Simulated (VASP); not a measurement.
The system is Au.

```
Au
1.0
     0.00000    2.05850    2.05850
     2.05850    0.00000    2.05850
     2.05850    2.05850    0.00000
Au
1
Cartesian
  0.0000 0.0000 0.0000
```

```yaml
Program: VASP 6.6.1
Task: relaxation of cell and atoms
Functional: PBEsol
Potentials_or_basis: VASP PAW PBE potentials, release 64 (Au)
Cutoff: 480 eV
k_mesh: 18 × 18 × 18
Occupations: gaussian, width 0.1 eV
Spin: no spin polarisation
```

At the start: pressure -4.2 GPa; volume 17.45 Å³/atom.

Where does the relaxation end?

Over 3 steps the energy falls by 6.0 meV/atom and the volume is 17.00 Å³/atom (-2.5 %); space group Fm-3m (No. 225, to 0.05 Å).

Step by step:
| step | energy change (eV) | largest force (eV/Å) | pressure (GPa) | volume (Å³) |
| --- | --- | --- | --- | --- |
| 1 | 0.0000 | 0.0000 | -4.21 | 17.45 |
| 2 | 0.0105 | 0.0000 | 8.10 | 16.31 |
| 3 | -0.0060 | 0.0000 | -0.05 | 17.00 |

Final structure:
```
Au
1.0
     0.00000    2.04098    2.04098
     2.04098    0.00000    2.04098
     2.04098    2.04098    0.00000
Au
1
Direct
  0.00000 0.00000 0.00000
```

Caveat: the PAW data sets were made with another functional, which shifts forces and pressure a little.
